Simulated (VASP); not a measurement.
Given:

```yaml
crystal:
  lattice:
    - [7.24888, 0.00000, 0.00000]
    - [0.00000, 7.24888, 0.00000]
    - [0.00000, 0.00000, 7.24888]
  atoms:
    - { symbol: B, position: [0.50000, 0.00000, 0.00000] }
    - { symbol: B, position: [0.75000, 0.25000, 0.00000] }
    - { symbol: B, position: [0.75000, 0.00000, 0.25000] }
    - { symbol: B, position: [0.00000, 0.00000, 0.00000] }
    - { symbol: B, position: [0.25000, 0.25000, 0.00000] }
    - { symbol: B, position: [0.50000, 0.50000, 0.00000] }
    - { symbol: B, position: [0.75000, 0.75000, 0.00000] }
    - { symbol: B, position: [0.25000, 0.00000, 0.25000] }
    - { symbol: B, position: [0.50000, 0.25000, 0.25000] }
    - { symbol: B, position: [0.75000, 0.50000, 0.25000] }
    - { symbol: B, position: [0.50000, 0.00000, 0.50000] }
    - { symbol: B, position: [0.75000, 0.25000, 0.50000] }
    - { symbol: B, position: [0.75000, 0.00000, 0.75000] }
    - { symbol: B, position: [0.00000, 0.50000, 0.00000] }
    - { symbol: B, position: [0.25000, 0.75000, 0.00000] }
    - { symbol: B, position: [0.00000, 0.25000, 0.25000] }
    - { symbol: B, position: [0.25000, 0.50000, 0.25000] }
    - { symbol: B, position: [0.50000, 0.75000, 0.25000] }
    - { symbol: B, position: [0.00000, 0.00000, 0.50000] }
    - { symbol: B, position: [0.25000, 0.25000, 0.50000] }
    - { symbol: B, position: [0.50000, 0.50000, 0.50000] }
    - { symbol: B, position: [0.75000, 0.75000, 0.50000] }
    - { symbol: B, position: [0.25000, 0.00000, 0.75000] }
    - { symbol: B, position: [0.50000, 0.25000, 0.75000] }
    - { symbol: B, position: [0.75000, 0.50000, 0.75000] }
    - { symbol: B, position: [0.00000, 0.75000, 0.25000] }
    - { symbol: B, position: [0.00000, 0.50000, 0.50000] }
    - { symbol: B, position: [0.25000, 0.75000, 0.50000] }
    - { symbol: B, position: [0.00000, 0.25000, 0.75000] }
    - { symbol: B, position: [0.25000, 0.50000, 0.75000] }
    - { symbol: B, position: [0.50000, 0.75000, 0.75000] }
    - { symbol: B, position: [0.00000, 0.75000, 0.75000] }
    - { symbol: N, position: [0.62500, 0.12500, 0.12500] }
    - { symbol: N, position: [0.87500, 0.37500, 0.12500] }
    - { symbol: N, position: [0.87500, 0.12500, 0.37500] }
    - { symbol: N, position: [0.12500, 0.12500, 0.12500] }
    - { symbol: N, position: [0.37500, 0.37500, 0.12500] }
    - { symbol: N, position: [0.62500, 0.62500, 0.12500] }
    - { symbol: N, position: [0.87500, 0.87500, 0.12500] }
    - { symbol: N, position: [0.37500, 0.12500, 0.37500] }
    - { symbol: N, position: [0.62500, 0.37500, 0.37500] }
    - { symbol: N, position: [0.87500, 0.62500, 0.37500] }
    - { symbol: N, position: [0.62500, 0.12500, 0.62500] }
    - { symbol: N, position: [0.87500, 0.37500, 0.62500] }
    - { symbol: N, position: [0.87500, 0.12500, 0.87500] }
    - { symbol: N, position: [0.12500, 0.62500, 0.12500] }
    - { symbol: N, position: [0.37500, 0.87500, 0.12500] }
    - { symbol: N, position: [0.12500, 0.37500, 0.37500] }
    - { symbol: N, position: [0.37500, 0.62500, 0.37500] }
    - { symbol: N, position: [0.62500, 0.87500, 0.37500] }
    - { symbol: N, position: [0.12500, 0.12500, 0.62500] }
    - { symbol: N, position: [0.37500, 0.37500, 0.62500] }
    - { symbol: N, position: [0.62500, 0.62500, 0.62500] }
    - { symbol: N, position: [0.87500, 0.87500, 0.62500] }
    - { symbol: N, position: [0.37500, 0.12500, 0.87500] }
    - { symbol: N, position: [0.62500, 0.37500, 0.87500] }
    - { symbol: N, position: [0.87500, 0.62500, 0.87500] }
    - { symbol: N, position: [0.12500, 0.87500, 0.37500] }
    - { symbol: N, position: [0.12500, 0.62500, 0.62500] }
    - { symbol: N, position: [0.37500, 0.87500, 0.62500] }
    - { symbol: N, position: [0.12500, 0.37500, 0.87500] }
    - { symbol: N, position: [0.37500, 0.62500, 0.87500] }
    - { symbol: N, position: [0.62500, 0.87500, 0.87500] }
    - { symbol: N, position: [0.12500, 0.87500, 0.87500] }
```

Calculation: PBE GGA, VASP's PBE PAW potentials (set 64) (plane waves; VASP). Run with PREC = Normal, LREAL = Auto, 400 eV cut-off, 1×1×1 Γ-centred mesh, Gaussian smearing of 0.050 eV, potentials B N.

At this cut-off the stress carries a Pulay error, which pulls relaxed volumes low. The supercell is sampled at Γ alone, which is coarse: total energies, pressure and levels can be off, energies of defects by several tenths of an eV.

Q: Estimate the energy per atom (σ→0), pressure.

A: 
```
Property                       Result
---------------------  --------------
energy per atom (σ→0)  -8.685 eV/atom
pressure                    -4.75 GPa
```

Only differences to runs with the same potentials and settings are physical.

The cell is a supercell, built from BN (zinc blende).
